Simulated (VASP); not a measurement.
```xyz
8
Lattice="4.2756 0.0000 0.0000 0.0000 4.2756 0.0000 0.0000 0.0000 4.2756" Properties=species:S:1:pos:R:3 pbc="T T T"
Fe     3.6782     2.7352     1.5404
Fe     1.5404     3.6782     2.7352
Fe     0.5974     0.5974     0.5974
Fe     2.7352     1.5404     3.6782
Si     0.6752     1.4626     2.8130
Si     2.8130     0.6752     1.4626
Si     3.6004     3.6004     3.6004
Si     1.4626     2.8130     0.6752
```

Computed with LDA (Ceperley-Alder, Perdew-Zunger), VASP's LDA PAW potentials (set 64) (plane waves; VASP 6.6.1). Run with 500 eV cut-off, 5×5×5 Γ-centred mesh, Gaussian smearing of 0.050 eV, potentials Fe Si.

Energy and stress use the plane-wave basis of the starting cell.

### Question
The ions, cell shape and volume at an external pressure of 30.0 GPa are relaxed. Which structure does the run end with?

### Answer

```xyz
8
Lattice="4.2366 0.0000 0.0000 0.0000 4.2366 0.0000 0.0000 0.0000 4.2366" Properties=species:S:1:pos:R:3 pbc="T T T"
Fe     3.6411     2.7138     1.5228
Fe     1.5228     3.6411     2.7138
Fe     0.5955     0.5955     0.5955
Fe     2.7138     1.5228     3.6411
Si     0.6674     1.4509     2.7858
Si     2.7858     0.6674     1.4509
Si     3.5692     3.5692     3.5692
Si     1.4509     2.7858     0.6674
```
Space group P2_13 (198), at a tolerance of 0.03 Å.

### Question
How do energy and volume change from the first to the last step?

### Answer
The energy (σ→0) changes by +41.1 meV/atom and the volume by -2.7 %, in 6 ionic steps.

The compound is FeSi in the B20 structure. This run relaxes it under an external pressure of 30 GPa. Symmetry was kept, so distortions that lower it aren't found. The run is not spin-polarised, so no magnetic state was tried.
